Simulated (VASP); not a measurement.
Given:

```xyz
2
Lattice="0.0000 2.6589 2.6589 2.6589 0.0000 2.6589 2.6589 2.6589 0.0000" Properties=species:S:1:pos:R:3 pbc="T T T"
K      0.0000     0.0000     0.0000
F      2.6589     2.6589     2.6589
```

The numbers are results of r2SCAN meta-GGA, VASP's PBE PAW potentials (set 64) (plane waves; VASP), not measurements. Settings: 520 eV cut-off, 8×8×8 Γ-centred mesh, Gaussian smearing of 0.050 eV, potentials K_sv F.

### Question
Estimate the energy per atom (σ→0), band gap (on the k-mesh) with the smallest direct gap where there is one.

### Answer

- band gap (on the k-mesh) = 6.91 eV
- smallest direct gap (on the k-mesh) = 6.91 eV
- energy per atom (σ→0) = -7.486 eV/atom

Only differences to runs with the same potentials and settings are physical.

The compound is KF in the rock salt structure. It was relaxed first. The start is the result of an earlier pass.
